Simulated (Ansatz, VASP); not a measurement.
# Fe2O3 (Hematite): VASP beside Ansatz, part 2 of 2

One calculation is typed for both programs; each brings its own data sets and cutoff. How far apart do they land?

VASP 6.6.1 and Ansatz 0.2.0.

So far. Step 2 (VASP: single point, r2SCAN, DFT+U): The run ends at a pressure of -2.46 GPa, with forces up to 0.40 eV/Å.

In doubt: on Fe and Co compounds r2SCAN can change the orbital order between nearby geometries, unless the shell is half filled, which bears on forces and vibrations.

## 3. Ansatz: single point, r2SCAN, DFT+U

Level of this step: Ansatz beside VASP: Kohn-Sham DFT, plane waves, r2SCAN, DFT+U (Ansatz).

Ansatz runs on its default PAW (the set named soft_2) files.

The same cell, functional, mesh and smearing now go to Ansatz, which takes its cutoff from its data sets.

Contents of input.yaml:

```yaml
crystal:
  lattice:
    - [2.519, 1.4543453281, 4.5906666667]
    - [-2.519, 1.4543453281, 4.5906666667]
    - [0.0, -2.9086906562, 4.5906666667]
  atoms:
    - { symbol: Fe, position: [0.3553, 0.3553, 0.3553], spin: 3.0 }
    - { symbol: Fe, position: [0.1447, 0.1447, 0.1447], spin: -3.0 }
    - { symbol: Fe, position: [0.6447, 0.6447, 0.6447], spin: 3.0 }
    - { symbol: Fe, position: [0.8553, 0.8553, 0.8553], spin: -3.0 }
    - { symbol: O, position: [0.5559, 0.25, 0.9441] }
    - { symbol: O, position: [0.25, 0.9441, 0.5559] }
    - { symbol: O, position: [0.9441, 0.5559, 0.25] }
    - { symbol: O, position: [0.4441, 0.75, 0.0559] }
    - { symbol: O, position: [0.75, 0.0559, 0.4441] }
    - { symbol: O, position: [0.0559, 0.4441, 0.75] }
hamiltonian:
  xc: r2scan
  pseudopotentials: { kind: paw }
  hubbard: { sites: [{ species: Fe, l: d, u_eff: 5.0 }] }
magnetization:
  spin_polarized: true
kpoints:
  mp_grid: { grid: [4, 4, 4] }
scf:
  occupations: { method: gaussian, width: 0.05 }
  n_extra_bands: 14
output:
  forces: true
  stress: true
  eigenvalues: true
  write_density: true
  write_potential: true
  elf: true
  volumetric_format: npy
```

Run with:

```console
> ansatz run input.yaml --threads 4 --pin off --max-ram 9216MiB --backend cpu --events-out ev --progress --plain --runs-dir out
```

Numbers of over 12 decimals in the logs are rounded to 6 here.

Log:

```text
Fe: projections on atomic orbitals take those of the free atom [Ne] 3s2 3p6 3d6 4s2, of charge +0.00 (hamiltonian.pseudopotentials.projection_atoms); the dataset's partial waves leave at most 1.1e-6 of an orbital's norm unspanned inside its sphere
O: projections on atomic orbitals take those of the free atom [He] 2s2 2p4, of charge +0.00 (hamiltonian.pseudopotentials.projection_atoms); the dataset's partial waves leave at most 1.9e-8 of an orbital's norm unspanned inside its sphere
scf.n_extra_bands = 14 over 50 filled bands (N_el = 100.0): the run solves 64 bands
Engine: ansatz 0.2.0, x86_64-unknown-linux-gnu
Pseudopotentials: kind: paw
Pseudopotential: Fe, paw, valence charge 16, recommended cutoff 500 eV (meta_gga), Fe.paw.azcp
Pseudopotential: O, paw, valence charge 6, recommended cutoff 500 eV (meta_gga), O.paw.azcp
Functional definition: r2SCAN
  parameter k0 = 0.174
  parameter k1 = 0.065
  parameter a1 = 4.9479
  exchange = r2scan_x(k0 = k0, k1 = k1, a1 = a1)
  correlation = r2scan_c
Crystal: 10 atoms, lattice volume = 100.907 Å³
Basis set: ecut = 500 eV, 2555 PW (Γ), exchange–correlation on 160×160×160 points (64 copies of the dense FFT grid, shifted against one another)
Bands: 64, of which v1, the nominal top of the filled ones, is band 50 counted from 1 (49 counted from 0)
Symmetry: 6 space group operations
Space group: R-3 (ITA 148), of the structure as read, at distance tolerance 4.7e-5 Å
Magnetic group: BNS 167.107 (UNI 1337), of the structure as read, at distance tolerance 4.7e-5 Å
k-points: 14 of 64
Non-local potential: Fe, projectors of the file, l = 0: 3, l = 1: 2, l = 2: 3, l = 3: 1
Non-local potential: O, projectors of the file, l = 0: 2, l = 1: 2, l = 2: 1
PAW form: soft (Blöchl's): semilocal exchange-correlation on the pseudo side does not see the compensation charge
PAW frozen core: Fe, regenerated for the run's functional (the file was generated under x = pbe(κ = 0.804, μ = 0.219515), c = pbe(β = 0.066725))
PAW frozen core: O, regenerated for the run's functional (the file was generated under x = pbe(κ = 0.804, μ = 0.219515), c = pbe(β = 0.066725))
PAW one-centre angular grid: Fe, 590 points (default); XC on 160 Gauss nodes
PAW one-centre angular grid: O, 302 points (default); XC on 160 Gauss nodes
Initial density: superposition of atomic densities (chi_scale 0.1, normalization cell, long waves kept (reshape's long-wave potential 0.00 eV rms))
Starting moments: Σ|m| = 12 μB on 4 of 10 sites
Starting magnetic order: altermagnet, g-wave, bulk spin-momentum locking; spin-degenerate planes through Γ normal to [0 1 -1], [1 -1 0], [1 0 -1] of the run's lattice
Initial wavefunctions: pseudopotential atomic-orbital guess
Functional: x = r2scan, c = r2scan; τ floored in thin density (d = 2e-4 eV/Å³)
SCF iter   1: F=—  HF=-21342.345312 eV  |F-HF|=—  |Δ(HF+E_count)|=         —  Δρ=1.05e-1 (↑1.05e-1 ↓1.05e-1)  dr2=1.37e1  dr2_τ=6.37e-2  dr2_m=6.36e0  M=0.000 μB ∫|m|=14.511 μB  β_m=1.00  ethr=3.10e-3  ⟨swp⟩=6.0  Hψ=5799  notcnv=0  defer=10
preconditioner: auto → Resta (q_TF=auto, 2.724 Å⁻¹)  ε∞=9.1  [insulator: Δε(μ)=0.689 eV  Ē_g=10.715 eV  σ=0.050 eV  W_gap=1.00  n_scr=32 (ndim 8)  ℏωp=30.5 eV  f_vac=0.000  D(μ)=0.00/eV (n_scr^D=0)  ε∞_Penn≈9.1]
spin=Collinear: Resta preconditioning applied to the charge; magnetization (m = ρ↑ − ρ↓) channel mixes plain (no charge-response kernel on spin).
SCF iter   2: F=—  HF=-21340.298933 eV  |F-HF|=—  |Δ(HF+E_count)|=    2.05e0  Δρ=6.61e-2 (↑6.61e-2 ↓6.61e-2)  dr2=3.22e0  dr2_τ=1.60e-1  dr2_m=3.19e0  M=0.000 μB ∫|m|=17.144 μB  β_m=1.00  ethr=3.10e-3  ⟨swp⟩=3.0  Hψ=3748  notcnv=0  defer=224  κ⁻¹=1.0e0(r=1)
SCF iter   3: F=—  HF=-21340.538934 eV  |F-HF|=—  |Δ(HF+E_count)|=   2.40e-1  Δρ=2.56e-2 (↑2.56e-2 ↓2.56e-2)  dr2=2.20e0  dr2_τ=1.65e-2  dr2_m=4.09e-2  M=0.000 μB ∫|m|=17.482 μB  β_m=1.00  ethr=3.10e-3  ⟨swp⟩=2.3  Hψ=2314  notcnv=0  defer=224  κ⁻¹=4.4e-3(r=2)
SCF iter   4: F=—  HF=-21345.032892 eV  |F-HF|=—  |Δ(HF+E_count)|=    4.49e0  Δρ=2.04e-2 (↑2.04e-2 ↓2.04e-2)  dr2=9.11e-1  dr2_τ=4.18e-2  dr2_m=3.76e-2  M=0.000 μB ∫|m|=17.088 μB  β_m=0.30  ethr=2.20e-3  ⟨swp⟩=3.0  Hψ=2918  notcnv=0  defer=224  κ⁻¹=2.7e-4(r=3)
SCF iter   5: F=—  HF=-21346.919254 eV  |F-HF|=—  |Δ(HF+E_count)|=    1.89e0  Δρ=1.34e-2 (↑1.34e-2 ↓1.34e-2)  dr2=5.48e-1  dr2_τ=1.38e-2  dr2_m=4.03e-2  M=0.000 μB ∫|m|=17.706 μB  β_m=1.00  ethr=9.11e-4  ⟨swp⟩=3.0  Hψ=3499  notcnv=0  defer=222  κ⁻¹=1.6e-4(r=4)
SCF iter   6: F=—  HF=-21347.832733 eV  |F-HF|=—  |Δ(HF+E_count)|=   9.13e-1  Δρ=6.66e-3 (↑6.66e-3 ↓6.66e-3)  dr2=1.70e-1  dr2_τ=1.70e-3  dr2_m=1.45e-3  M=0.000 μB ∫|m|=17.745 μB  β_m=1.00  ethr=5.48e-4  ⟨swp⟩=3.8  Hψ=3140  notcnv=0  defer=222  κ⁻¹=2.2e-5(r=5)
SCF iter   7: F=—  HF=-21348.458112 eV  |F-HF|=—  |Δ(HF+E_count)|=   6.25e-1  Δρ=2.60e-3 (↑2.60e-3 ↓2.60e-3)  dr2=2.23e-2  dr2_τ=2.80e-4  dr2_m=7.31e-4  M=0.000 μB ∫|m|=17.725 μB  β_m=0.30  ethr=1.70e-4  ⟨swp⟩=2.1  Hψ=3590  notcnv=0  defer=220
Mixer restart at iter 7: flushing history
spin-set hold released at iteration 7 (site moments contracting): the magnetisation degrees of freedom join the quasi-Newton model from the next iteration; the mixer history was flushed
SCF iter   8: F=—  HF=-21348.813995 eV  |F-HF|=—  |Δ(HF+E_count)|=   3.56e-1  Δρ=2.22e-3 (↑2.22e-3 ↓2.22e-3)  dr2=1.29e-2  dr2_τ=1.09e-4  dr2_m=1.75e-3  M=0.000 μB ∫|m|=17.760 μB  β_m=0.30  ethr=2.23e-5  ⟨swp⟩=2.6  Hψ=3172  notcnv=0  defer=220  κ⁻¹=1.0e0(r=1)
SCF iter   9: F=—  HF=-21349.193677 eV  |F-HF|=—  |Δ(HF+E_count)|=   3.80e-1  Δρ=2.36e-3 (↑2.36e-3 ↓2.36e-3)  dr2=3.15e-3  dr2_τ=1.85e-4  dr2_m=4.22e-3  M=0.000 μB ∫|m|=17.841 μB  β_m=0.30  ethr=1.29e-5  ⟨swp⟩=3.4  Hψ=3312  notcnv=0  defer=220  κ⁻¹=7.0e-3(r=2)
SCF iter  10: F=—  HF=-21349.197125 eV  |F-HF|=—  |Δ(HF+E_count)|=   3.45e-3  Δρ=9.78e-4 (↑9.78e-4 ↓9.78e-4)  dr2=9.35e-4  dr2_τ=3.35e-5  dr2_m=6.64e-4  M=0.000 μB ∫|m|=17.855 μB  β_m=0.30  ethr=3.15e-6  ⟨swp⟩=2.2  Hψ=3662  notcnv=0  defer=212  κ⁻¹=3.2e-3(r=3)
SCF iter  11: F=—  HF=-21349.197045 eV  |F-HF|=—  |Δ(HF+E_count)|=   8.04e-5  Δρ=2.28e-4 (↑2.28e-4 ↓2.28e-4)  dr2=7.17e-5  dr2_τ=4.18e-6  dr2_m=2.37e-5  M=0.000 μB ∫|m|=17.855 μB  β_m=0.30  ethr=9.35e-7  ⟨swp⟩=2.0  Hψ=2986  notcnv=0  defer=212  κ⁻¹=2.1e-3(r=4)
SCF iter  12: F=—  HF=-21349.197291 eV  |F-HF|=—  |Δ(HF+E_count)|=   2.47e-4  Δρ=1.83e-4 (↑1.83e-4 ↓1.83e-4)  dr2=4.82e-5  dr2_τ=2.11e-6  dr2_m=9.80e-6  M=0.000 μB ∫|m|=17.851 μB  β_m=0.30  ethr=7.17e-8  ⟨swp⟩=2.0  Hψ=2980  notcnv=0  defer=212  κ⁻¹=1.1e-4(r=5)
SCF iter  13: F=—  HF=-21349.197346 eV  |F-HF|=—  |Δ(HF+E_count)|=   5.47e-5  Δρ=3.92e-5 (↑3.92e-5 ↓3.92e-5)  dr2=2.57e-6  dr2_τ=7.06e-8  dr2_m=5.26e-7  M=0.000 μB ∫|m|=17.849 μB  β_m=0.30  ethr=4.82e-8  ⟨swp⟩=2.0  Hψ=2936  notcnv=0  defer=212  κ⁻¹=1.3e-5(r=6)
SCF iter  14: F=—  HF=-21349.197347 eV  |F-HF|=—  |Δ(HF+E_count)|=   4.93e-7  Δρ=2.53e-5 (↑2.53e-5 ↓2.53e-5)  dr2=1.03e-6  dr2_τ=2.64e-8  dr2_m=2.14e-7  M=0.000 μB ∫|m|=17.850 μB  β_m=0.30  ethr=2.57e-9  ⟨swp⟩=2.0  Hψ=2986  notcnv=0  defer=212  κ⁻¹=2.1e-6(r=7)
SCF iter  15: F=—  HF=-21349.197348 eV  |F-HF|=—  |Δ(HF+E_count)|=   1.59e-6  Δρ=1.13e-5 (↑1.13e-5 ↓1.13e-5)  dr2=2.33e-7  dr2_τ=8.11e-9  dr2_m=5.74e-8  M=0.000 μB ∫|m|=17.850 μB  β_m=0.30  ethr=1.03e-9  ⟨swp⟩=2.0  Hψ=2924  notcnv=0  defer=212  κ⁻¹=4.3e-7(r=8)
SCF iter  16: F=—  HF=-21349.197348 eV  |F-HF|=—  |Δ(HF+E_count)|=   3.89e-8  Δρ=5.73e-6 (↑5.73e-6 ↓5.73e-6)  dr2=7.08e-8  dr2_τ=1.36e-9  dr2_m=9.01e-9  M=0.000 μB ∫|m|=17.850 μB  β_m=0.30  ethr=1.00e-10  ⟨swp⟩=15.2  Hψ=12249  notcnv=0  κ⁻¹=7.0e-7(r=8)
SCF iter  17: F=—  HF=-21349.197348 eV  |F-HF|=—  |Δ(HF+E_count)|=   2.58e-8  Δρ=3.79e-6 (↑3.79e-6 ↓3.79e-6)  dr2=3.46e-8  dr2_τ=6.58e-10  dr2_m=1.98e-9  M=0.000 μB ∫|m|=17.850 μB  β_m=0.30  ethr=7.08e-11  ⟨swp⟩=7.1  Hψ=9111  notcnv=0  κ⁻¹=1.1e-7(r=8)
SCF iter  18: F=-21349.197348 eV  HF=-21349.197348 eV  |F-HF|=1.13e-9  |Δ(HF+E_count)|=   1.62e-8  Δρ=7.55e-7 (↑7.55e-7 ↓7.55e-7)  dr2=1.81e-9  dr2_τ=1.03e-10  dr2_m=6.66e-11  M=0.000 μB ∫|m|=17.850 μB  ethr=3.46e-11  ⟨swp⟩=8.0  Hψ=10010  notcnv=0
SCF 1 converged in 18 iterations: F = -21349.197348 eV  dr2 = 1.81e-9
  greatest PAW one-centre occupation: 1.004 electrons in one spin orbital (limit 2), on the Fe atom at site 3 (counted from 0), in its partial waves of l = 1
this state was not tested for a lower state beside it, because the mixer in use, unlike msr1, does not test its closes by its own steps (another_mixer; see scf.mixing.algorithm and scf.lower_state_search)
SCF converged after 18 iterations
Magnetization: 0.0000 μB (50.0000 up, 50.0000 down)
Absolute magnetization: 17.8674 μB (∫|ρ↑−ρ↓|, with the PAW one-centre terms)
Spin contamination: 9.6504 ħ² per cell (⟨S²⟩ above its minimum at these occupations)
Per-site moments (μB) at R_I (Å): [(3.981364, 0.802588), (-3.981364, 0.802588), (3.981364, 0.802588), (-3.981364, 0.802588), (3.9103764351572084e-10, 0.802588), (3.910375598324589e-10, 0.802588), (3.9103773067925585e-10, 0.802588), (3.910378165499142e-10, 0.802588), (3.9103761913964125e-10, 0.802588), (3.910375920831722e-10, 0.802588)]
Free energy (F): -21349.197348 eV
Harris-Foulkes:  -21349.197348 eV  (|F-HF|=1.13e-9)
Internal energy: -21349.197348 eV  (E = F + TS)
E sigma→0 (E₀):  -21349.197348 eV
Fermi energy:    11.958862 eV
--- Per-component energies (eV) ---
  E_band       = -1523.131541
  E_kinetic    = 2391.047155
  E_local      = -12077.707768  (includes V_loc(G=0)·N_el)
  E_nonlocal   = 1193.574338
  E_hartree    = 4851.788886
  E_xc         = -883.141773
  E_vxc        = -1287.427455  (∫ρ·V_xc dr)
  E_hubbard    = 6.209051  (on-site DFT+U / exact-exchange correction)
  E_vhub       = -44.577315  (the Hubbard potential's part of the band-sum identity)
  E_paw        = -6469.377501  (= ΣΔE_a)
  E_vpaw       = -1487.479256  (= ΣTr[D̂ρ^β])
  E_aug_tail   = 0.007447  (compensation charges beyond the density's cutoff)
  E_vtau       = 85.851291  (kinetic-family band-sum trace: ∫τ·v_τ [+ j·A + Jᵃ·Aᵃ] dr)
  E_ewald      = -10360.247639
  E_core_change = -1.349545  (= ΣΔE_core)
  E_smearing   = -0.000000  (= −TS)
  E_closure    = -0.000000  (closes the sum)
  Σ components = -21349.197348   (vs F -21349.197348, Δ=0.00e0)
--- Forces (eV/Å), atoms counted from 1 ---
  atom   1  Fe     0.00000000    -0.00000000    -0.21503573
  atom   2  Fe    -0.00000000     0.00000000     0.21503573
  atom   3  Fe    -0.00000000     0.00000000     0.21503573
  atom   4  Fe     0.00000000    -0.00000000    -0.21503573
  atom   5  O     -0.08641430    -0.14967396    -0.00000000
  atom   6  O     -0.08641430     0.14967396    -0.00000000
  atom   7  O      0.17282860    -0.00000000    -0.00000000
  atom   8  O      0.08641430     0.14967396     0.00000000
  atom   9  O      0.08641430    -0.14967396     0.00000000
  atom  10  O     -0.17282860     0.00000000     0.00000000
  max |Σ_I F_I| component: 2.89e-17 eV/Å
--- Stress (GPa, compression-positive) ---
        4.664387       0.000000      -0.000000
       -0.000000       4.664387      -0.000000
       -0.000000      -0.000000       2.424477
  P = ⅓ Tr σ = 3.9178 GPa (39.178 kbar)
--- Band table (eV; the first three rows and the last of 28) ---
  k-point 0 ↑: bands = [... 46 lower, 9.9442, 9.9442, 9.9767, 9.9767, 13.8463, 14.0148, 14.0148, 14.2186, ... 10 higher]
  k-point 1 ↑: bands = [... 46 lower, 9.4236, 9.6035, 10.0928, 10.2243, 13.7897, 13.8474, 13.9897, 14.1577, ... 10 higher]
  k-point 2 ↑: bands = [... 46 lower, 9.4334, 9.5079, 9.9079, 10.1306, 13.6747, 13.7462, 13.9866, 14.0964, ... 10 higher]
  k-point 13 ↓: bands = [... 46 lower, 9.5718, 9.5718, 10.1377, 10.1377, 13.9216, 13.9216, 13.9792, 14.0445, ... 10 higher]
Occupation matrices written to <dir>
```

The job ended after 15 s (4 threads of Intel Xeon Platinum 8375C at 2.90GHz (Ice Lake), shared host; peak memory 0.98 GiB; 51 s of CPU time).

The run ends at a pressure of 3.92 GPa, with forces up to 0.22 eV/Å.

## 4. Comparison

Known differences besides the potentials themselves: U acts on the PAW sphere in VASP and on atomic orbitals in Ansatz, so only states and trends compare; VASP keeps PBE cores, Ansatz makes them for the functional; the data sets hold 100 valence electrons in Ansatz (default PAW (the set named soft_2) files) and 68 in VASP; the cutoff is 500 eV in Ansatz and 480 eV in VASP (PREC = Normal); site moments are counted in spheres of each program's own size. Total energies have different zeros and are not compared.

Both answers:

| quantity | Ansatz | VASP | difference |
| --- | --- | --- | --- |
| pressure (GPa) | 3.92 | -2.46 | +6.38 |
| pressure without Ansatz's Pulay correction (GPa) | 3.70 | -2.46 | +6.16 |
| gap on the k mesh (eV) | 3.334 | 3.448 | -0.114 |
| moment on Fe1 (μB) | 3.98 | 4.39 | -0.41 |
| moment on Fe2 (μB) | -3.98 | -4.39 | +0.41 |
| moment on Fe3 (μB) | 3.98 | 4.39 | -0.41 |
| moment on Fe4 (μB) | -3.98 | -4.39 | +0.41 |

Forces (eV/Å; atoms numbered as in POSCAR):

| atom | Ansatz x, y, z | VASP x, y, z |
| --- | --- | --- |
| Fe1 | 0.000, 0.000, -0.215 | 0.000, 0.000, -0.399 |
| Fe2 | 0.000, 0.000, 0.215 | 0.000, 0.000, 0.399 |
| Fe3 | 0.000, 0.000, 0.215 | 0.000, 0.000, 0.399 |
| Fe4 | 0.000, 0.000, -0.215 | 0.000, 0.000, -0.399 |
| O5 | -0.086, -0.150, 0.000 | -0.069, -0.120, 0.000 |
| O6 | -0.086, 0.150, 0.000 | -0.069, 0.120, 0.000 |
| O7 | 0.173, 0.000, 0.000 | 0.138, 0.000, 0.000 |
| O8 | 0.086, 0.150, 0.000 | 0.069, 0.120, 0.000 |
| O9 | 0.086, -0.150, 0.000 | 0.069, -0.120, 0.000 |
| O10 | -0.173, 0.000, 0.000 | -0.138, 0.000, 0.000 |

The forces differ by 69 meV/Å r.m.s., which is 43.5 % of the r.m.s. force of 0.16 eV/Å (both taken over all components). A gap on the mesh is an upper bound, since the band edges may lie between its points. Ansatz's pressure holds a Pulay correction of 0.22 GPa; VASP's holds none.

## 5. What came out

```json
{"r.m.s. force difference (single point, r2SCAN, DFT+U)": "69 meV/Å", "difference in pressure (single point, r2SCAN, DFT+U)": "6.4 GPa", "difference in gap on the k mesh (single point, r2SCAN, DFT+U)": "-0.11 eV"}
```

**Reading.** The difference in pressure is 6.4 GPa (single point, r2SCAN, DFT+U). How closely two codes agree says nothing of how well the functional describes the real material.

[Lines on the potential files, build, host, timing and source positions are cut from VASP's logs without a mark.]

[Logs are printed without paths, hosts, clocks, repeated set-up lines and the standing remarks that a program may print on its own settings, such as how far it seeks lower states.]

[Hosts, paths, dates, database ids (printed as entryN), source tags and the programs' standing remarks are cut or masked in the printed files.]
